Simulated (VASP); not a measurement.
Input:

```
Ru
1.0
    1.38210    -2.39387     0.00000
    1.38210     2.39387     0.00000
    0.00000     0.00000     4.36560
Ru
2
Direct
  0.33333   0.66667   0.25000
  0.66667   0.33333   0.75000
```

These are PBE GGA, VASP's PBE PAW potentials (set 64) (plane waves; VASP) values and carry that method's errors. Numerical set-up: 400 eV cut-off, 14×14×8 Γ-centred mesh, first-order Methfessel-Paxton smearing of 0.10 eV, potentials Ru_pv.

Problem. Give the stress tensor in GPa (positive for a compressed cell).

Solution. 
```
-13.67    0.00    0.00
  0.00  -13.67    0.00
  0.00    0.00  -15.46
```
The pressure is its mean diagonal, -14.27 GPa.

The compound is Ru in the hcp structure. The cell was not relaxed at this level.
